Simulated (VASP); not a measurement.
Crystal: TaAl.

```
CELL_PARAMETERS angstrom
2.81084 0.00000 0.00000
-1.40542 2.43426 0.00000
0.00000 0.00000 5.38490
ATOMIC_POSITIONS crystal
Ta 0.00000 0.00000 0.00000
Al 0.00000 0.00000 0.50000
```

The cell was built by a generator and needn't be a form met in nature.

- Program: VASP 6.6.1
- Task: relaxation of cell and atoms
- Functional: PBE
- Potentials or basis: VASP PAW PBE potentials, release 64 (Ta_pv, Al)
- Cutoff: 520 eV
- k mesh: 8 × 8 × 4
- Occupations: gaussian, width 0.15 eV
- Spin: no spin polarisation

At the start: pressure 6.5 GPa; volume 18.42 Å³/atom.

Problem. Where does the relaxation end?

Solution. Over 7 steps the energy falls by 33.8 meV/atom and the volume is 19.30 Å³/atom (+4.7 %); space group P6/mmm (No. 191, to 0.05 Å).

The path:
```
step  energy change (eV)  largest force (eV/Å)  pressure (GPa)  volume (Å³)
   1              0.0000                0.0000            6.47        36.85
   2             -0.0114                0.0000           -5.33        40.90
   3             -0.0670                0.0000           -0.51        38.88
   4             -0.0670                0.0000           -0.64        38.84
   5             -0.0506                0.0000            2.35        37.84
   6             -0.0669                0.0000           -0.07        38.79
   7             -0.0675                0.0000            0.37        38.59
```

Final structure:
```
Ta Al
1.0
     2.89007    0.00000    0.00000
    -1.44503    2.50287    0.00000
     0.00000    0.00000    5.33525
Ta Al
1 1
Direct
  0.00000 0.00000 0.00000
  0.00000 0.00000 0.50000
```
